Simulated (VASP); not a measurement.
# Be18Ga in VASP: further runs, part 2 of 2

VASP 6.6.1.

### Step 3. Single point, PBEsol

Input file INCAR:

```
SYSTEM = Be18Ga
  PREC = Accurate
  ENCUT = 520
  EDIFF = 1E-6
  ISMEAR = -1
  SIGMA = 0.05
  LREAL = Auto
  LASPH = .TRUE.
  NELM = 100
  ALGO = Fast
  ISIF = 2
  LWAVE = .FALSE.
  LCHARG = .FALSE.
  GGA = PS
  NBANDS = 40
```

Input file KPOINTS:

```
regular mesh
0
G
  4 3 1
  0 0 0
```

Input file POSCAR:

```
Be18Ga
1.0
    4.5800000000      0.0000000000      0.0000000000
    3.4350000000      5.9495950000      0.0000000000
    0.0000000000      0.0000000000     15.5884300000
Be Ga
18 1
Direct
    0.0000000000      0.0000000000      0.0641500780
    0.5000000000      0.0000000000      0.0641500780
    0.0000000420      0.3333332773      0.0641500780
    0.5000000420      0.3333332773      0.0641500780
   -0.0000000420      0.6666667227      0.0641500780
    0.4999999580      0.6666667227      0.0641500780
   -0.1699572091      0.2211950561      0.1812632831
    0.3359728809      0.2248253873      0.1807586781
   -0.1706961611      0.5617384040      0.1818836150
    0.3344568953      0.5541113303      0.1831593047
   -0.1636840527      0.8884750979      0.1810431840
    0.3295427392      0.8911028398      0.1796706917
   -0.0032114922     -0.0009308197      0.2960535474
    0.5026359989     -0.0023117540      0.2951300420
   -0.0047622373      0.3360608579      0.2947953707
    0.4998326095      0.3310458947      0.3016564208
    0.0001277435      0.6655362256      0.3005545780
    0.4952984272      0.6696675992      0.3009734784
    0.1711698618      1.1173190780      0.4347927918
```

Potentials or basis: VASP PAW PBE potentials, release 64 (Be, Ga_d).

Started as:

```
> cat potpaw_PBE.64/Be/POTCAR potpaw_PBE.64/Ga_d/POTCAR > POTCAR
> mpirun -np 1 vasp_std > vasp.out
```

OUTCAR:

```text
SYSTEM = Be18Ga
   PREC = Accurate
   ENCUT = 520
   EDIFF = 1E-6
   ISMEAR = -1
   LREAL = Auto
   LASPH = .TRUE.
   NELM = 100
   ISIF = 2
   GGA = PS

 ion  position               nearest neighbor table
   1  0.000  0.000  0.064-  12 2.23  11 2.25   7 2.25   5 2.29   3 2.29   6 2.29   4 2.29   2 2.29
                             2 2.29
   2  0.500  0.000  0.064-  12 2.24   8 2.26  11 2.26   6 2.29   4 2.29   3 2.29   5 2.29   1 2.29
                             1 2.29
   3  0.000  0.333  0.064-   8 2.25   7 2.27   9 2.28   1 2.29   2 2.29   4 2.29   4 2.29   6 2.29
                             5 2.29
   4  0.500  0.333  0.064-   8 2.23   7 2.25  10 2.27   2 2.29   1 2.29   3 2.29   3 2.29   5 2.29
                             6 2.29
   5  1.000  0.667  0.064-  11 2.25   9 2.25  10 2.28   1 2.29   2 2.29   6 2.29   6 2.29   4 2.29
                             3 2.29
   6  0.500  0.667  0.064-  12 2.24   9 2.25  10 2.28   2 2.29   1 2.29   5 2.29   5 2.29   3 2.29
                             4 2.29
   7  0.830  0.221  0.181-  15 2.22  13 2.22   4 2.25   8 2.25   1 2.25   3 2.27  11 2.27  12 2.28
                            10 2.28  16 2.29   8 2.33   9 2.34
   8  0.336  0.225  0.181-   4 2.23  15 2.23  14 2.24   7 2.25   3 2.25   2 2.26  10 2.26  16 2.28
                            11 2.30  12 2.31   9 2.32   7 2.33
   9  0.829  0.562  0.182-  15 2.21   5 2.25   6 2.25  17 2.26  11 2.26  12 2.28  18 2.28   3 2.28
[... 4 lines left out ...]
                            17 2.29  10 2.29   8 2.30  12 2.31
  12  0.330  0.891  0.180-   1 2.23  14 2.23   2 2.24   6 2.24  13 2.24  11 2.27   9 2.28   7 2.28
                            10 2.30  18 2.30   8 2.31  11 2.31
  13  0.997  0.999  0.296-  11 2.21   7 2.22  12 2.24  14 2.27  18 2.27  16 2.28  17 2.28  15 2.31
                            14 2.31  19 2.57
  14  0.503  0.998  0.295-  11 2.22  12 2.23   8 2.24  13 2.27  18 2.27  17 2.28  16 2.29  13 2.31
                            15 2.32  19 2.54
  15  0.995  0.336  0.295-   9 2.21   7 2.22   8 2.23  17 2.28  16 2.29  18 2.29  16 2.30  13 2.31
                            14 2.32  19 2.54
  16  0.500  0.331  0.302-  10 2.27   8 2.28  13 2.28  14 2.29   7 2.29  15 2.29  17 2.29  15 2.30
                            18 2.32
  17  0.000  0.666  0.301-   9 2.26  10 2.26  15 2.28  14 2.28  18 2.28  13 2.28  11 2.29  16 2.29
                            18 2.30
  18  0.495  0.670  0.301-  10 2.27  14 2.27  13 2.27   9 2.28  17 2.28  15 2.29  17 2.30  12 2.30
[... 190 lines left out ...]
  energy-cutoff  :      520.00
  volume of cell :      424.77
 maximum number of plane-waves:     11487
 NGX is ok and might be reduce to    36
   NGX = 17   NGY = 25   NGZ = 57

 number of electron      49.0000003 magnetization

 Free energy of the ion-electron system (eV)
  ---------------------------------------------------
  ext. energy  EPLUGINS =         0.00000000
  ---------------------------------------------------
  free energy    TOTEN  =       -68.57634706 eV

  energy without entropy =      -68.53983477  energy(sigma->0) =      -68.55809091

 E-fermi :  -0.6234     XC(G=0):  -5.5436

 val. band max:       -0.6287711082   @ k =   0.5000   0.0000   0.0000
 cond. band min:      -0.5400815680   @ k =   0.5000   0.3333   0.0000
 fundamental gap:      0.0886895402
 Fermi energy:        -0.6234113843

 k-point     1 :       0.0000    0.0000    0.0000
  band No.  band energies     occupation
      1     -15.0434      2.00000
      2     -15.0411      2.00000
      3     -15.0061      2.00000
      4     -15.0038      2.00000
      5     -14.9926      2.00000
      6     -10.2398      2.00000
[... 262 lines left out ...]
     35       3.5386      0.00000
     36       3.9493      0.00000
 [bands above 36 left out]

------------------------ aborting loop because EDIFF is reached ----------------------------------------

  FORCE on cell =-STRESS in cart. coord.  units (eV):
  Direction    XX          YY          ZZ          XY          YZ          ZX
  --------------------------------------------------------------------------------------
  -------------------------------------------------------------------------------------
  Total      -13.5487799    -15.3219141      0.1896378      0.7985086      0.0081654     -0.0072608
  in kB      -51.1040725    -57.7920828      0.7152867      3.0118611      0.0307987     -0.0273866
  external PRESSURE =     -36.0602895 kB  Pullay stress =       0.0000000 kB

 VOLUME and BASIS-vectors are now :
 -----------------------------------------------------------------------------
  energy-cutoff  :      520.00
  volume of cell :      424.77
      direct lattice vectors                 reciprocal lattice vectors
     4.580000000  0.000000000  0.000000000     0.218340611 -0.126059001  0.000000000
     3.435000000  5.949595000  0.000000000     0.000000000  0.168078668  0.000000000
     0.000000000  0.000000000 15.588430000     0.000000000  0.000000000  0.064150142

 POSITION                                       TOTAL-FORCE (eV/Angst)
 -----------------------------------------------------------------------------------
      0.00000      0.00000      1.00000        -0.135302      0.072651     -0.050206
      2.29000      0.00000      1.00000         0.118996     -0.014921     -0.025954
      1.14500      1.98320      1.00000        -0.070313      0.027766     -0.046907
      3.43500      1.98320      1.00000         0.086172     -0.014741     -0.014512
      6.87000      3.96640      1.00000         0.046916      0.004344      0.073519
      4.58000      3.96640      1.00000        -0.047753     -0.074082     -0.005063
[... 11 lines left out ...]
      4.56877      3.98425      4.69170        -0.001392     -0.011283      0.009026
      1.18695      0.69800      6.77774         0.003133      0.001327     -0.014229
 -----------------------------------------------------------------------------------
    total drift:                               -0.000411     -0.000768      0.001782

  FREE ENERGIE OF THE ION-ELECTRON SYSTEM (eV)
  ---------------------------------------------------
  free  energy   TOTEN  =       -68.5763470609 eV

  energy  without entropy=      -68.5398347673  energy(sigma->0) =      -68.55809091
```

OSZICAR:

```text
N       E                     dE             d eps       ncg     rms          rms(c)
DAV:   1     0.199271927119E+03    0.19927E+03   -0.17584E+04   560   0.996E+02
DAV:   2    -0.527991844933E+02   -0.25207E+03   -0.23502E+03   688   0.220E+02
DAV:   3    -0.744284205500E+02   -0.21629E+02   -0.21015E+02   728   0.701E+01
[... 11 lines left out ...]
RMM:  15    -0.685759223364E+02   -0.12260E-02   -0.25567E-04   786   0.549E-02    0.102E-02
RMM:  16    -0.685762791282E+02   -0.35679E-03   -0.10717E-04   793   0.288E-02    0.413E-03
RMM:  17    -0.685763386792E+02   -0.59551E-04   -0.29057E-05   723   0.156E-02    0.147E-03
RMM:  18    -0.685763461419E+02   -0.74627E-05   -0.71905E-06   665   0.859E-03    0.570E-04
RMM:  19    -0.685763470609E+02   -0.91895E-06   -0.17465E-06   603   0.529E-03
   1 F= -.68576347E+02 E0= -.68558091E+02  d E =-.365123E-01
```

Wall time 2.2 min (1 thread of Intel Xeon 6975P-C (Granite Rapids), shared host); peak memory 0.52 GiB.

Results:

| Quantity | Value |
| --- | --- |
| Free energy | -68.5763 eV |
| Largest force | 0.162 eV/Å |
| Band gap on the k mesh | none (metal or under the smearing width) |

Forces in eV/Å, atoms in the order of the input:
```
Be  -0.135  0.073 -0.050
Be   0.119 -0.015 -0.026
Be  -0.070  0.028 -0.047
Be   0.086 -0.015 -0.015
Be   0.047  0.004  0.074
Be  -0.048 -0.074 -0.005
Be   0.013  0.013 -0.005
Be  -0.007 -0.009  0.006
Be  -0.002 -0.012  0.005
Be   0.000  0.017  0.002
Be  -0.011 -0.002 -0.002
Be   0.016 -0.008  0.006
Be  -0.004 -0.001  0.000
Be  -0.002 -0.001  0.026
Be   0.001  0.004  0.022
Be  -0.002  0.008  0.001
Be  -0.002  0.002  0.012
Be  -0.001 -0.011  0.009
Ga   0.003  0.001 -0.014
```

Caveat: the k mesh is coarse (spacing up to 0.40 Å⁻¹), so the values aren't converged; the PAW data sets were made with another functional, which shifts forces and pressure a little.
